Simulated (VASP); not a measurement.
Cd₄Te₃Se (space group Pmm2): the band gap from VASP (plane waves, PAW) at several levels of theory. Gaps are without spin-orbit coupling. Each level names its cell: its own relaxed one, PBE's, or the starting one. A gap is the smallest over the k-mesh and a band path; hybrids may have named points in place of the path, and GW has the mesh alone.  mBJ is a potential without an energy functional, so only the levels count.

```
level                  band gap (eV)
---------------------  -------------
PBEsol (own cell)               0.48
r2SCAN (own cell)               0.99
mBJ (TB09) (PBE cell)           1.56
```

The cell of the PBEsol (own cell) run:

```
CELL_PARAMETERS angstrom
      4.52093     0.00000     0.00000
      0.00000     9.04743     0.00000
      0.00000     0.00000     6.35104
ATOMIC_POSITIONS crystal
  Cd 0.00000 0.00000 0.97737
  Cd 0.50000 0.76229 0.50881
  Cd 0.50000 0.23771 0.50881
  Cd 0.00000 0.50000 0.00626
  Te 0.00000 0.75679 0.24973
  Te 0.00000 0.24321 0.24973
  Te 0.50000 0.50000 0.74730
  Se 0.50000 0.00000 0.75202
```

Only levels that ran to the end are used. Left out are those held back, those with too coarse a band path, GW runs whose mesh misses a band edge, hybrids' fits of cells that aren't cubic and levels without matching references; a question may draw on a part of the rest.

The structure comes from a computed database's Cd4Te3Se entry (Pmm2); how it stands against other phases isn't given here.
